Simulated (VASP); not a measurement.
Here is a VASP 6.6.1 calculation.

POSCAR

```
Si
1.0
    0.0000000000      2.7221004576      2.7221004576
    2.7221004576      0.0000000000      2.7221004576
    2.7221004576      2.7221004576      0.0000000000
Si
2
Direct
    0.5000000000      0.5000000000      0.5000000000
    0.7500000000      0.7500000000      0.7500000000
```

INCAR.step1

```
ALGO = Normal
EDIFF = 1E-4
ENCUT = 520
GGA = PE
ISMEAR = -1
LASPH = True
LCHARG = False
LREAL = False
LWAVE = True
NBANDS = 11
NELM = 100
PREC = Accurate
SIGMA = 0.05
```

INCAR.step2

```
ALGO = Normal
EDIFF = 1E-6
ENCUT = 520
ISIF = 2
ISMEAR = -1
ISTART = 1
LASPH = True
LCHARG = False
LMIXTAU = True
LREAL = False
LWAVE = False
METAGGA = R2SCAN
NBANDS = 11
NELM = 100
PREC = Accurate
SIGMA = 0.05
```

Contents of KPOINTS:

```
k-points
0
Gamma
  11 11 11
```

Potentials or basis: VASP PAW PBE potentials, release 64 (Si).

Launch:

```bash
$ cat potpaw_PBE.64/Si/POTCAR > POTCAR
$ cp INCAR.step1 INCAR
$ mpirun -np 1 vasp_std > vasp.out
$ cp INCAR.step2 INCAR
$ mpirun -np 1 vasp_std > vasp.out
```

Task: Predict the pressure.

Result: -0.2 GPa.

Task: Estimate the band gap on the k mesh.

Result: 0.81 eV, indirect (least direct gap 2.76 eV).

Caveat: the PAW data sets were made with another functional, which shifts forces and pressure a little; an odd mesh through Γ misses points on the zone boundary, where band edges often lie.
